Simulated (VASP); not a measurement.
Ti3BiO3:

```
CELL_PARAMETERS angstrom
4.58000 0.00000 0.00000
0.00000 4.58000 0.00000
0.00000 0.00000 4.58000
ATOMIC_POSITIONS crystal
Ti 0.00000 0.50000 0.50000
Ti 0.50000 0.00000 0.50000
Ti 0.50000 0.50000 0.00000
Bi 0.50000 0.50000 0.50000
O 0.50000 0.00000 0.00000
O 0.00000 0.50000 0.00000
O 0.00000 0.00000 0.50000
```

The cell was built by a generator and needn't be a form met in nature.

```yaml
Program: VASP 6.6.1
Task: relaxation of cell and atoms
Functional: PBE
Potentials_or_basis: VASP PAW PBE potentials, release 64 (Ti_sv, Bi_d, O)
Cutoff: 520 eV
k_mesh: 3 × 3 × 3
Occupations: gaussian, width 0.15 eV
Spin: no spin polarisation
```

At the start: pressure 30.4 GPa; volume 13.72 Å³/atom.

Task: How do energy, volume and symmetry change on relaxing?

Result: Over 5 steps the energy falls by 235.0 meV/atom and the volume is 16.57 Å³/atom (+20.7 %); space group Pm-3m (No. 221, to 0.05 Å).

The path:
```tsv
step	energy change (eV)	largest force (eV/Å)	pressure (GPa)	volume (Å³)
1	0.0000	0.0000	30.39	96.07
2	5.0077	0.0000	-6.06	137.00
3	-1.3095	0.0000	-8.91	127.09
4	-1.6333	0.0000	-1.74	117.84
5	-1.6450	0.0000	-0.05	115.98
```

Final structure:
```xyz
7
Lattice="4.8768 0.0000 0.0000 0.0000 4.8768 0.0000 0.0000 0.0000 4.8768" Properties=species:S:1:pos:R:3 pbc="T T T"
Ti    0.0000    2.4384    2.4384
Ti    2.4384    0.0000    2.4384
Ti    2.4384    2.4384    0.0000
Bi    2.4384    2.4384    2.4384
O     2.4384    0.0000    0.0000
O     0.0000    2.4384    0.0000
O     0.0000    0.0000    2.4384
```

Caveat: the k mesh is coarse (spacing up to 0.46 Å⁻¹), so the values aren't converged; the volume moved by over 15 % at a fixed basis, so the end points are rough; an odd number of electrons without spin polarisation forces a metal; a magnetic or distorted state may lie lower; the relaxation stopped at a loose force limit of 0.08 eV/Å, so its end isn't a converged minimum.
